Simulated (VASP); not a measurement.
# In2Te2O (P1) in VASP: relaxation of cell and atoms with PBE

Aim: the relaxation of cell and atoms of In2Te2O with PBE.

Program: VASP 6.6.1. These are calculated values, not measurements. Logs are shortened: lines on timing, memory, paths and dates and some standing lists are left out, and cuts for length are marked.

### Step 1. The structure

The typed cell holds 10 atoms: a = 4.412 Å, b = 8.993 Å, c = 10.307 Å, α = 88.55°, β = 89.67°, γ = 121.45°.

The cell was built by a generator and needn't be a form met in nature.

### Step 2. Relaxation of cell and atoms, PBE

File INCAR:

```
SYSTEM = In2Te2O
PREC = Normal
ENCUT = 520
EDIFF = 1E-5
ISMEAR = 0
SIGMA = 0.05
LREAL = Auto
LASPH = .TRUE.
NELM = 80
ALGO = Fast
ISIF = 3
LWAVE = .FALSE.
LCHARG = .FALSE.
GGA = PE
IBRION = 2
NSW = 110
EDIFFG = -0.03
ISYM = 0
KPAR = 4
```

File KPOINTS:

```
Automatic mesh
0
G
  5 5 2
  0 0 0
```

File POSCAR:

```
In2Te2O
1.0
    4.4114667900     -0.0806595900      0.0133384500
   -4.5511733200      7.7554310900      0.1127202900
    0.0312662400      0.1706014200     10.3058186400
In Te O
4 4 2
Direct
    0.9869768800      0.0000797700      0.8022896000
    0.9720392000      0.5015321900      0.8056355800
    0.0106210900      0.0123754500      0.2020112800
    0.0132261000      0.5262630900      0.2055225500
    0.3003972500      0.3327402900      0.3164092900
    0.3415548700      0.8332543200      0.3175937100
    0.6652783300      0.1593323400      0.6639981300
    0.6867325100      0.6580550800      0.6712672200
    0.9984034400      0.0015333500      0.0013412200
    0.9666411400      0.4813421500      0.0027984500
```

Potentials or basis: VASP PAW PBE potentials, release 64 (In_d, Te, O).

Launch:

```bash
$ cat potpaw_PBE.64/In_d/POTCAR potpaw_PBE.64/Te/POTCAR potpaw_PBE.64/O/POTCAR > POTCAR
$ mpirun -np 4 vasp_std > vasp.out
```

OUTCAR:

```text
SYSTEM = In2Te2O
   PREC = Normal
   ENCUT = 520
   EDIFF = 1E-5
   ISMEAR = 0
   LREAL = Auto
   LASPH = .TRUE.
   NELM = 80
   ISIF = 3
   GGA = PE
   IBRION = 2
   NSW = 110
   EDIFFG = -0.03
   ISYM = 0

 ion  position               nearest neighbor table
   1  0.987  0.000  0.802-   9 2.05   7 2.85   7 2.90   8 3.00
   2  0.972  0.502  0.806-  10 2.03   8 2.69   8 3.01   7 3.06
   3  0.011  0.012  0.202-   9 2.07   6 2.76   5 2.77   6 2.92
   4  0.013  0.526  0.206-  10 2.13   6 2.66   5 2.86   5 2.89
   5  0.300  0.333  0.316-   3 2.77   4 2.86   4 2.89
   6  0.342  0.833  0.318-   4 2.66   3 2.76   3 2.92
   7  0.665  0.159  0.664-   1 2.85   1 2.90   2 3.06
   8  0.687  0.658  0.671-   2 2.69   1 3.00   2 3.01
   9  0.998  0.002  0.001-   1 2.05   3 2.07
  10  0.967  0.481  0.003-   2 2.03   4 2.13

IMPORTANT INFORMATION: All symmetrisations will be switched off!
NOSYMM: (Re-)initialisation of all symmetry stuff for point group C_1.

----------------------------------------------------------------------------------------

                                     Primitive cell

  volume of cell :     348.7093

  direct lattice vectors                    reciprocal lattice vectors
     4.411466790 -0.080659590  0.013338450     0.229150316  0.134516335 -0.002921975
    -4.551173320  7.755431090  0.112720290     0.002390354  0.130376120 -0.002165484
     0.031266240  0.170601420 10.305818640    -0.000322726 -0.001600093  0.097060030

  length of vectors
     4.412224283  8.992919206 10.307278024     0.265731160  0.130416010  0.097073755

  position of ions in fractional coordinates (direct lattice)
     0.986976880  0.000079770  0.802289600
     0.972039200  0.501532190  0.805635580
     0.010621090  0.012375450  0.202011280
     0.013226100  0.526263090  0.205522550
     0.300397250  0.332740290  0.316409290
     0.341554870  0.833254320  0.317593710
     0.665278330  0.159332340  0.663998130
     0.686732510  0.658055080  0.671267220
     0.998403440  0.001533350  0.001341220
     0.966641140  0.481342150  0.002798450

  ion indices of the primitive-cell ions
   primitive index   ion index
                 1           1
                 2           2
                 3           3
                 4           4
                 5           5
                 6           6
                 7           7
                 8           8
                 9           9
                10          10

----------------------------------------------------------------------------------------

 KPOINTS: Automatic mesh

Automatic generation of k-mesh.
 Grid dimensions read from file:
 generate k-points for:    5    5    2

 Generating k-lattice:

  Cartesian coordinates                     Fractional coordinates (reciprocal lattice)
     0.045830063  0.026903267 -0.000584395     0.200000000 -0.000000000  0.000000000
     0.000478071  0.026075224 -0.000433097     0.000000000  0.200000000 -0.000000000
    -0.000161363 -0.000800047  0.048530015     0.000000000  0.000000000  0.500000000

  Length of vectors
     0.053146232  0.026083202  0.048536878

  Shift w.r.t. Gamma in fractional coordinates (k-lattice)
     0.000000000  0.000000000  0.000000000

 Subroutine IBZKPT returns following result:
 ===========================================

 Found     26 irreducible k-points:

 Following reciprocal coordinates:
            Coordinates               Weight
  0.000000  0.000000  0.000000      1.000000
  0.200000  0.000000 -0.000000      2.000000
  0.400000 -0.000000 -0.000000      2.000000
 -0.000000  0.200000  0.000000      2.000000
  0.200000  0.200000 -0.000000      2.000000
  0.400000  0.200000 -0.000000      2.000000
[... 16 lines left out ...]
  0.200000  0.400000  0.500000      2.000000
  0.400000  0.400000  0.500000      2.000000
 [... further k-points ...]
   k-points           NKPTS =     26   k-points in BZ     NKDIM =     26   number of bands    NBANDS=     52
   number of dos      NEDOS =    301   number of ions     NIONS =     10
   total plane-waves  NPLWV =  84000
   dimension x,y,z NGX =    28 NGY =   50 NGZ =   60
   dimension x,y,z NGXF=    56 NGYF=  100 NGZF=  120
   ions per type =               4   4   2
   NGX,Y,Z   is equivalent  to a cutoff of  10.55,  9.24,  9.68 a.u.
   NGXF,Y,Z  is equivalent  to a cutoff of  21.10, 18.49, 19.35 a.u.
 SYSTEM =  In2Te2O
   PREC   = normal    normal or accurate (medium, high low for compatibility)
   ISTART =      0    job   : 0-new  1-cont  2-samecut
   ICHARG =      2    charge: 1-file 2-atom 10-const
   ISPIN  =      1    spin polarized calculation?
   LNONCOLLINEAR =      F non collinear calculations
   LSORBIT =      F    spin-orbit coupling
   LASPH  =      T    aspherical Exc in radial PAW
   ENCUT  =  520.0 eV  38.22 Ry    6.18 a.u.   8.20 16.72 19.16*2*pi/ulx,y,z
   NELM   =     80;   NELMIN=  2; NELMDL= -5     # of ELM steps
   EDIFF  = 0.1E-04   stopping-criterion for ELM
   LREAL  =      T    real-space projection
   EDIFFG = -.3E-01   stopping-criterion for IOM
   NSW    =    110    number of steps for IOM
   IBRION =      2    ionic relax: 0-MD 1-quasi-New 2-CG
   NFREE  =      1    steps in history (QN), initial steepest desc. (CG)
   ISIF   =      3    stress and relaxation
   ISYM   =      0    0-nonsym 1-usesym 2-fastsym
   POTIM  = 0.5000    time-step for ionic-motion
   TEBEG  =    0.0;   TEEND  =   0.0 temperature during run
   PSTRESS=    0.0 pullay stress
   NELECT =      88.0000    total number of electrons
   NUPDOWN=      -1.0000    fix difference up-down
   EMIN   =  10.00;   EMAX   =-10.00  energy-range for DOS
   EFERMI =   0.00;   METHOD = LEGACY
   ISMEAR =     0;   SIGMA  =   0.05  broadening in eV -4-tet -1-fermi 0-gaus
   EFERMI_NEDOS =   21; number of points for ismear=-14 and -15
   IALGO  =     68    algorithm
   IMIX   =      4    mixing-type and parameters
     AMIX     =   0.40;   BMIX     =  1.00
     AMIX_MAG =   1.60;   BMIX_MAG =  1.00
  volume/ion in A,a.u.               =      34.87       235.32
  Fermi-wavevector in a.u.,A,eV,Ry     =   1.034541  1.955000 14.561989  1.070276
  Thomas-Fermi vector in A             =   2.168842
   LORBIT       =      0    0 simple, 1 ext, 2 COOP (PROOUT), +10 PAW based schemes
   GGA     = PE    functional components
   LHFCALC =     F    Hartree Fock is set to
   AEXX    =    0.0000 exact exchange contribution
   IVDW    =     0    specifies the selected vdW correction
   LEPSILON=     F    determine dielectric tensor
   LRPA    =     F    only Hartree local field effects (RPA)
 conjugate gradient relaxation of ions
 non-spin polarized calculation
 RMM-DIIS sequential band-by-band and
 Gauss-broadening in eV      SIGMA  =   0.05
  energy-cutoff  :      520.00
  volume of cell :      348.71
 maximum number of plane-waves:      9413
   NGX = 17   NGY = 33   NGZ = 39

--------------------------------------- Ionic step        1  -------------------------------------------

 number of electron      88.0000000 magnetization

 Free energy of the ion-electron system (eV)
  ---------------------------------------------------
  ext. energy  EPLUGINS =         0.00000000
  ---------------------------------------------------
  free energy    TOTEN  =       -37.69221605 eV

  energy without entropy =      -37.69221605  energy(sigma->0) =      -37.69221605

------------------------ aborting loop because EDIFF is reached ----------------------------------------

  FORCE on cell =-STRESS in cart. coord.  units (eV):
  Direction    XX          YY          ZZ          XY          YZ          ZX
  --------------------------------------------------------------------------------------
  -------------------------------------------------------------------------------------
  Total        2.0568143      2.1805836    -11.2800256      0.6770711     -0.8743279      0.8803079
  in kB        9.4502260     10.0188956    -51.8271340      3.1108665     -4.0171814      4.0446572
  external PRESSURE =     -10.7860041 kB  Pullay stress =       0.0000000 kB
[... 113 lines left out ...]
  FREE ENERGIE OF THE ION-ELECTRON SYSTEM (eV)
  ---------------------------------------------------
  free  energy   TOTEN  =       -38.2129109121 eV

  energy  without entropy=      -38.2129109121  energy(sigma->0) =      -38.21291091

[... ionic steps 4 to 63 ...]

--------------------------------------- Ionic step       64  -------------------------------------------

 number of electron      87.9999994 magnetization

------------------------ aborting loop because EDIFF is reached ----------------------------------------

  FORCE on cell =-STRESS in cart. coord.  units (eV):
  Direction    XX          YY          ZZ          XY          YZ          ZX
  --------------------------------------------------------------------------------------
  -------------------------------------------------------------------------------------
  Total       -0.0870639      0.0458024      0.2384826     -0.1051594      0.0139842      0.0957305
  in kB       -0.3999781      0.2104195      1.0956072     -0.4831104      0.0642443      0.4397934
  external PRESSURE =       0.3020162 kB  Pullay stress =       0.0000000 kB
[... 73 lines left out ...]
  energy  without entropy=      -38.5993851715  energy(sigma->0) =      -38.59938517

--------------------------------------- Ionic step       66  -------------------------------------------

 number of electron      87.9999995 magnetization

 Free energy of the ion-electron system (eV)
  ---------------------------------------------------
  ext. energy  EPLUGINS =         0.00000000
  ---------------------------------------------------
  free energy    TOTEN  =       -38.59944806 eV

  energy without entropy =      -38.59944806  energy(sigma->0) =      -38.59944806

 E-fermi :   2.5308     XC(G=0):  -7.8838

 val. band max:        2.3217055359   @ k =   0.0000   0.0000   0.0000
 cond. band min:       3.4766693484   @ k =   0.0000   0.0000   0.0000
 fundamental gap:      1.1549638125
 Fermi energy:         2.5308317123

 k-point     1 :       0.0000    0.0000    0.0000
  band No.  band energies     occupation
      1     -14.7460      2.00000
      2     -14.7244      2.00000
      3     -11.5071      2.00000
      4     -11.4676      2.00000
      5     -11.4598      2.00000
      6     -11.3925      2.00000
[... 1309 lines left out ...]
     51       6.7666      0.00000
     52       6.8929      0.00000

 [... further k-points ...]

------------------------ aborting loop because EDIFF is reached ----------------------------------------

  FORCE on cell =-STRESS in cart. coord.  units (eV):
  Direction    XX          YY          ZZ          XY          YZ          ZX
  --------------------------------------------------------------------------------------
  -------------------------------------------------------------------------------------
  Total       -0.0259451      0.0528104     -0.0584822     -0.0153676     -0.0937485     -0.0165580
  in kB       -0.1191587      0.2425435     -0.2685925     -0.0705791     -0.4305612     -0.0760462
  external PRESSURE =      -0.0484026 kB  Pullay stress =       0.0000000 kB
[... 25 lines left out ...]
  FREE ENERGIE OF THE ION-ELECTRON SYSTEM (eV)
  ---------------------------------------------------
  free  energy   TOTEN  =       -38.5994480593 eV

  energy  without entropy=      -38.5994480593  energy(sigma->0) =      -38.59944806

 reached required accuracy - stopping structural energy minimisation
```

Run time: 49 min. Hardware: 4 MPI ranks of Intel Xeon Platinum 8259CL at 2.50GHz (Skylake/Cascade Lake), shared host; peak memory 0.52 GiB.

What came out:

- Free energy: -38.5994 eV
- Relaxed volume: 34.89 Å³/atom
- Relaxed cell: a = 4.444 Å, b = 8.800 Å, c = 10.346 Å, α = 88.99°, β = 90.42°, γ = 120.43°
- Space group after relaxing (to 0.05 Å): P1 (No. 1)
- Energy gained by relaxing: 90.7 meV/atom
- Ionic steps: 66
- Pressure after relaxing: 0.0 GPa
- Largest force after relaxing: 0.027 eV/Å
- Band gap on the k mesh: 1.16 eV, direct

Forces on the atoms (eV/Å):
```
In  -0.004  0.014 -0.019
In  -0.014  0.020  0.008
In   0.019 -0.004  0.012
In  -0.011  0.003 -0.020
Te  -0.005 -0.020 -0.018
Te  -0.009 -0.023  0.011
Te   0.004 -0.002  0.012
Te   0.012  0.014 -0.011
O   -0.002  0.001  0.016
O    0.011 -0.003  0.009
```

The path:
```tsv
step	energy change (eV)	largest force (eV/Å)	pressure (GPa)	volume (Å³)
1	0.0000	2.9336	-1.08	348.71
3	-0.5207	0.8523	0.51	341.85
5	-0.6528	0.9202	-0.22	345.88
7	-0.7370	0.3008	-0.43	346.27
9	-0.7497	0.2235	0.14	342.59
11	-0.7547	0.1950	0.07	343.11
13	-0.7597	0.1628	0.02	343.56
15	-0.7673	0.1550	0.02	344.34
17	-0.7690	0.3223	0.18	344.82
19	-0.7729	0.2035	0.07	345.16
21	-0.7755	0.5804	-0.36	349.84
23	-0.7853	0.2129	-0.19	347.91
25	-0.7914	0.3074	-0.21	348.52
27	-0.8123	0.2617	0.16	346.85
29	-0.8150	0.4831	0.34	345.96
31	-0.8305	0.2779	0.22	346.97
33	-0.8408	0.3033	0.07	348.17
35	-0.8458	0.4527	-0.37	351.79
37	-0.8589	0.2066	-0.15	350.00
39	-0.8686	0.1168	-0.06	348.95
41	-0.8738	0.2020	0.06	346.56
43	-0.8794	0.1512	0.07	346.88
45	-0.8872	0.1521	-0.03	347.12
47	-0.8878	0.1772	-0.30	348.37
49	-0.8931	0.1104	-0.10	347.40
51	-0.8957	0.0973	0.02	346.74
53	-0.8994	0.1701	0.01	347.21
55	-0.9022	0.0774	0.05	347.56
57	-0.9026	0.1094	0.06	347.72
59	-0.9047	0.0737	-0.10	349.32
61	-0.9057	0.0610	-0.08	348.98
63	-0.9065	0.1180	0.05	348.65
65	-0.9072	0.0524	-0.01	348.90
66	-0.9072	0.0274	0.00	348.85
```

Final structure:
```cif
data_structure
_symmetry_space_group_name_H-M 'P 1'
_symmetry_Int_Tables_number 1
_cell_length_a 4.4444
_cell_length_b 8.7998
_cell_length_c 10.3464
_cell_angle_alpha 88.995
_cell_angle_beta 90.424
_cell_angle_gamma 120.430
_cell_volume 348.85
loop_
_atom_site_label
_atom_site_type_symbol
_atom_site_fract_x
_atom_site_fract_y
_atom_site_fract_z
_atom_site_occupancy
In1 In 0.01308 0.01641 0.81524 1
In2 In 0.01216 0.51592 0.81553 1
In3 In 0.02177 0.02266 0.18120 1
In4 In 0.02225 0.52163 0.18208 1
Te1 Te 0.35127 0.35031 0.31023 1
Te2 Te 0.35074 0.85086 0.30870 1
Te3 Te 0.67405 0.18022 0.68753 1
Te4 Te 0.67263 0.67976 0.68814 1
O1 O 0.91375 0.93434 0.99983 1
O2 O 0.91018 0.43439 0.00041 1
```

Caveat: spin-orbit coupling is left out, which moves the levels of the heavy elements; an odd mesh through Γ misses points on the zone boundary, where band edges often lie. PBE gaps usually lie below the measured ones, often by a third to a half.
